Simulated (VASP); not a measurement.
A VASP calculation is set up with these files.

POSCAR:
```
HgTe
1
    0.0000000000     3.2300000000     3.2300000000
    3.2300000000     0.0000000000     3.2300000000
    3.2300000000     3.2300000000     0.0000000000
Hg Te
1 1
Direct
  0.0000000000   0.0000000000   0.0000000000
  0.2500000000   0.2500000000   0.2500000000
```

### INCAR
```
SYSTEM = HgTe
PREC = Accurate
ENCUT = 520
EDIFF = 1E-6
NELM = 60
ALGO = Normal
LREAL = .FALSE.
LASPH = .TRUE.
ISMEAR = 0
SIGMA = 0.05
GGA = PE
LMAXMIX = 6
LWAVE = .FALSE.
LCHARG = .FALSE.
ISIF = 2
```

### KPOINTS
```
Automatic mesh
0
Gamma
6 6 6
0 0 0
```

POTCAR, in this order: Te Hg (PBE.64 set). Program: vasp_std.

**Question.** Does this input run properly? What does VASP do?

**Answer.** There is a fault: POTCAR lists the elements in another order than POSCAR. The run ends without an error. Against the sound run, the pressure stays essentially unchanged.

### standard output
```
 POSCAR found type information on POSCAR HgTe
 POSCAR found :  2 types and       2 ions
 Reading from existing POTCAR
 Reading from existing POTCAR
 WARNING: type information on POSCAR and POTCAR are incompatible
 POTCAR overwrites the type information in POSCAR
 typ   1 type information:  Hg Te
 WARNING: type information on POSCAR and POTCAR are incompatible
 POTCAR overwrites the type information in POSCAR
 typ   2 type information:  Te Hg
 LDA part: xc-table for (Slater+PW92), standard interpolation
 POSCAR, INCAR and KPOINTS ok, starting setup
 WAVECAR not read
 entering main loop
       N       E                     dE             d eps       ncg     rms          rms(c)
DAV:   1     0.102656206069E+03    0.10266E+03   -0.79042E+03   416   0.118E+03
DAV:   2    -0.271319643750E-01   -0.10268E+03   -0.96706E+02   456   0.265E+02
DAV:   3    -0.376053794960E+01   -0.37334E+01   -0.37210E+01   516   0.510E+01
DAV:   4    -0.378393571510E+01   -0.23398E-01   -0.23214E-01   431   0.422E+00
DAV:   5    -0.378426856165E+01   -0.33285E-03   -0.33283E-03   511   0.526E-01    0.800E+00
DAV:   6    -0.357787559233E+01    0.20639E+00   -0.50419E-01   476   0.105E+01    0.626E+00
DAV:   7    -0.357063700015E+01    0.72386E-02   -0.11739E-01   461   0.273E+00    0.225E+00
DAV:   8    -0.356977476008E+01    0.86224E-03   -0.12702E-02   431   0.154E+00    0.621E-01
DAV:   9    -0.356981571511E+01   -0.40955E-04   -0.87044E-04   491   0.378E-01    0.154E-01
DAV:  10    -0.356984670998E+01   -0.30995E-04   -0.10015E-04   475   0.100E-01    0.542E-02
DAV:  11    -0.356986376149E+01   -0.17052E-04   -0.48497E-05   451   0.648E-02    0.460E-02
DAV:  12    -0.356986118999E+01    0.25715E-05   -0.61800E-06   481   0.277E-02    0.224E-02
DAV:  13    -0.356986097779E+01    0.21220E-06   -0.73676E-07   313   0.524E-03
   1 F= -.35698610E+01 E0= -.35696824E+01  d E =-.357089E-03
```

### OUTCAR
```
------------------------ aborting loop because EDIFF is reached ----------------------------------------
  FORCE on cell =-STRESS in cart. coord.  units (eV):
  Direction    XX          YY          ZZ          XY          YZ          ZX
  --------------------------------------------------------------------------------------
  Total        1.6314099      1.6314099      1.6314099      0.0000000      0.0000000     -0.0000000
  in kB       38.7825274     38.7825274     38.7825274      0.0000000      0.0000000     -0.0000000
  external PRESSURE =      38.7825274 kB  Pullay stress =       0.0000000 kB
  volume of cell :       67.40
      direct lattice vectors                 reciprocal lattice vectors
     0.000000000  3.230000000  3.230000000    -0.154798762  0.154798762  0.154798762
     3.230000000  0.000000000  3.230000000     0.154798762 -0.154798762  0.154798762
     3.230000000  3.230000000  0.000000000     0.154798762  0.154798762 -0.154798762
 POSITION                                       TOTAL-FORCE (eV/Angst)
 -----------------------------------------------------------------------------------
      0.00000      0.00000      0.00000        -0.000000     -0.000000     -0.000000
      1.61500      1.61500      1.61500         0.000000      0.000000      0.000000
 -----------------------------------------------------------------------------------
    total drift:                                0.000000      0.000000      0.000000
  FREE ENERGIE OF THE ION-ELECTRON SYSTEM (eV)
  ---------------------------------------------------
  free  energy   TOTEN  =        -3.5698609778 eV

  energy  without entropy=       -3.5695038891  energy(sigma->0) =       -3.56968243
```
(Selected blocks of OUTCAR.)

To mend it, use POTCAR Hg Te of the PBE.64 set.

The mended run (PBE GGA, plane waves, VASP's PBE PAW potentials (set 64)) converges, and its OSZICAR ends with
```
   1 F= -.35698610E+01 E0= -.35696825E+01  d E =-.357089E-03
```

The compound is HgTe in the zinc blende structure. The cell was not relaxed at this level.
